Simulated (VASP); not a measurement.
Here is a VASP 6.6.1 calculation.

Contents of INCAR:

```
SYSTEM = TePb2Se
PREC = Accurate ; ENCUT = 600
EDIFF = 1E-6 ; ISMEAR = 0
SIGMA = 0.02 ; LREAL = .False.
LASPH = .True. ; NELM = 80
ALGO = Normal ; ISIF = 3
LWAVE = .False. ; LCHARG = .False.
METAGGA = R2SCAN ; LMIXTAU = .True.
LUSE_VDW = .True. ; IVDW_NL = 2
BPARAM = 11.95 ; CPARAM = 0.0093
IBRION = 2 ; NSW = 40
EDIFFG = -0.01
```

The input KPOINTS:

```
Automatic mesh
0
Gamma
  9 9 9
  0 0 0
```

POSCAR

```
TePb2Se
1.0
    0.0000000000     -3.1808601700     -3.1808601700
   -3.1808601700      0.0000000000     -3.1808601700
    3.1808601700      3.1808601700     -6.3617203500
Pb Te Se
2 1 1
Direct
    0.5000000000      0.5000000000      0.5000000000
    0.0000000000      0.0000000000      0.0000000000
    0.7500000000      0.7500000000      0.7500000000
    0.2500000000      0.2500000000      0.2500000000
```

Potentials or basis: VASP PAW PBE potentials, release 64 (Pb_d, Te, Se).

The run is started by

```sh
$ cat potpaw_PBE.64/Pb_d/POTCAR potpaw_PBE.64/Te/POTCAR potpaw_PBE.64/Se/POTCAR > POTCAR
$ mpirun -np 1 vasp_std > vasp.out
```

Problem. Estimate the relaxed volume.

Solution. 31.57 Å³/atom.

Problem. Predict the relaxed cell.

Solution. a = 4.472 Å, b = 4.472 Å, c = 7.734 Å, α = 73.19°, β = 73.19°, γ = 60.00°.

Final structure:
```
CELL_PARAMETERS angstrom
0.00000 -3.16250 -3.16250
-3.16250 0.00000 -3.16250
3.15491 3.15491 -6.31740
ATOMIC_POSITIONS crystal
Pb 0.50549 0.50549 0.48354
Pb 0.99451 0.99451 0.01646
Te 0.75000 0.75000 0.75000
Se 0.25000 0.25000 0.25000
```

Caveat: the PAW data sets were made with another functional, which shifts forces and pressure a little.
